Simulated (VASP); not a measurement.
Energy against volume of Sb (a7). Calculation: r2SCAN+rVV10, VASP's PBE PAW potentials (set 64) (plane waves; VASP). Settings: 520 eV cut-off, 7×7×7 Γ-centred mesh, Gaussian smearing of 0.050 eV, potentials Sb.

Shape and ions are relaxed at each volume.

```
V (Å³/atom)  E (eV/atom)
-----------  -----------
29.922         -25.54794
30.847         -25.55178
31.773         -25.54863
32.698         -25.54009
```

Q: Fit these four points and predict the energy of the run at 28.996 Å³/atom.

A: A cubic in V^(−2/3), the third-order Birch-Murnaghan form, passes through the four points with V0 = 30.85 Å³/atom and B0 = 40 GPa, and gives -25.5351 eV/atom there. The run gave -25.5352 eV/atom, -0.1 meV/atom from the fit; all five points give B0 = 40 GPa.

The compound is Sb in the a7 structure. It was relaxed first.
